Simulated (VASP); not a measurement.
The input files of a VASP run:

**INCAR**
```
ALGO=Normal
EDIFF=1E-6
EDIFFG=-0.02
ENCUT=520
GGA=PS
IBRION=2
ISIF=3
ISMEAR=1
LASPH=T
LCHARG=F
LMAXMIX=4
LREAL=F
LWAVE=F
NELM=100
NSW=60
PREC=Accurate
SIGMA=0.1
SYSTEM=BaLiSi
```

**POSCAR**
```
BaLiSi
1
    4.9419168285    -0.0000000000    -0.0000000000
   -2.4709584143     4.2798259700     0.0000000000
    0.0000000000     0.0000000000     3.7583147191
Ba Li Si
1 1 1
Direct
  0.6666670000   0.3333330000   1.0000000000
  0.0000000000   0.0000000000   0.5000000000
  0.3333330000   0.6666670000   0.5000000000
```

**KPOINTS**
```
K-points
0
G
  7 7 7
0 0 0
```

POTCAR, in this order: Ba_sv Li_sv Si (PBE.64 set). Program: vasp_std.

Problem. Translate this PBEsol calculation to Quantum ESPRESSO's pw.x.

Solution. One equivalent input (not run):
```
&CONTROL
  calculation = 'vc-relax'
  pseudo_dir = './pseudo'
  outdir = './out'
  tprnfor = .true.
  tstress = .true.
  nstep = 60
  forc_conv_thr = 0.00078
/
&SYSTEM
  ibrav = 0
  nat = 3
  ntyp = 3
  ecutwfc = 74
  occupations = 'smearing'
  smearing = 'methfessel-paxton'
  degauss = 0.00735
  input_dft = 'pbesol'
/
&ELECTRONS
  conv_thr = 7.3e-08
  electron_maxstep = 100
/
&IONS
/
&CELL
/
ATOMIC_SPECIES
  Ba 137.327 Ba.upf
  Li 6.940 Li.upf
  Si 28.085 Si.upf
CELL_PARAMETERS angstrom
     4.9419168   -0.0000000   -0.0000000
    -2.4709584    4.2798260    0.0000000
     0.0000000    0.0000000    3.7583147
ATOMIC_POSITIONS crystal
  Ba   0.6666670  0.3333330  1.0000000
  Li   0.0000000  0.0000000  0.5000000
  Si   0.3333330  0.6666670  0.5000000
K_POINTS automatic
  7 7 7 0 0 0
```
The two are equivalent in intent, not identical: the potentials are each code's own (VASP's PAW set, PseudoDojo norm-conserving files in pw.x), so ENCUT and ecutwfc are chosen apart and not converted; conv_thr bounds pw.x's estimated SCF error, while EDIFF bounds the energy change between steps; forc_conv_thr acts on force components and is met together with etot_conv_thr.

The structure comes from a computed database's BaLiSi entry (P-6m2); how it stands against other phases isn't given here. This run relaxes it. Symmetry was kept, so distortions that lower it aren't found. The start is the result of an earlier pass.
